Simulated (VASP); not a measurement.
The system is Be3Se2O.

```
Be Se O
1.0
     5.27000   -3.03000    0.00000
     5.27000    3.03000    0.00000
     0.00000    0.00000    5.23000
Be Se O
6 4 2
Direct
  0.83690 0.45230 0.41150
  0.54770 0.16310 0.41150
  0.11350 0.88650 0.35520
  0.45230 0.83690 0.91150
  0.16310 0.54770 0.91150
  0.88650 0.11350 0.85520
  0.82900 0.51900 0.00000
  0.51900 0.82900 0.50000
  0.17100 0.48100 0.50000
  0.48100 0.17100 0.00000
  0.83000 0.17000 0.49100
  0.17000 0.83000 0.99100
```

The cell was built by a generator and needn't be a form met in nature.

```yaml
Program: VASP 6.6.1
Task: relaxation of cell and atoms
Functional: PBE
Potentials_or_basis: VASP PAW PBE potentials, release 64 (Be, Se, O)
Cutoff: 520 eV
k_mesh: 3 × 3 × 3
Occupations: gaussian, width 0.15 eV
Spin: no spin polarisation
```

At the start: pressure -2.3 GPa; volume 13.92 Å³/atom.

How do energy, volume and symmetry change on relaxing?

Over 11 steps the energy falls by 168.9 meV/atom and the volume is 13.22 Å³/atom (-5.0 %); space group Cmc2_1 (No. 36, to 0.05 Å).

Step by step:
| step | energy change (eV) | largest force (eV/Å) | pressure (GPa) | volume (Å³) |
| --- | --- | --- | --- | --- |
| 1 | 0.0000 | 1.9101 | -2.28 | 167.03 |
| 2 | -1.5298 | 1.0924 | -0.92 | 162.04 |
| 3 | -1.8647 | 0.4062 | 1.64 | 157.94 |
| 4 | -1.8717 | 0.4124 | 1.25 | 158.47 |
| 5 | -1.9851 | 0.1914 | -0.59 | 160.75 |
| 6 | -1.9893 | 0.1700 | -0.87 | 161.36 |
| 7 | -2.0040 | 0.1985 | 0.12 | 159.63 |
| 8 | -2.0049 | 0.2090 | 0.41 | 159.09 |
| 9 | -2.0160 | 0.1559 | 0.12 | 159.18 |
| 10 | -2.0207 | 0.1341 | -0.23 | 159.30 |
| 11 | -2.0262 | 0.0397 | 0.06 | 158.67 |

Final structure:
```cif
data_structure
_symmetry_space_group_name_H-M 'P 1'
_symmetry_Int_Tables_number 1
_cell_length_a 5.8421
_cell_length_b 5.8421
_cell_length_c 5.4363
_cell_angle_alpha 90.000
_cell_angle_beta 90.000
_cell_angle_gamma 58.778
_cell_volume 158.67
loop_
_atom_site_label
_atom_site_type_symbol
_atom_site_fract_x
_atom_site_fract_y
_atom_site_fract_z
_atom_site_occupancy
Be1 Be 0.83954 0.42868 0.41363 1
Be2 Be 0.57132 0.16046 0.41363 1
Be3 Be 0.10996 0.89004 0.32784 1
Be4 Be 0.42868 0.83954 0.91363 1
Be5 Be 0.16046 0.57132 0.91363 1
Be6 Be 0.89004 0.10996 0.82784 1
Se1 Se 0.83558 0.48359 0.00665 1
Se2 Se 0.48359 0.83558 0.50665 1
Se3 Se 0.16442 0.51641 0.50665 1
Se4 Se 0.51641 0.16442 0.00665 1
O1 O 0.85297 0.14703 0.50079 1
O2 O 0.14703 0.85297 0.00079 1
```
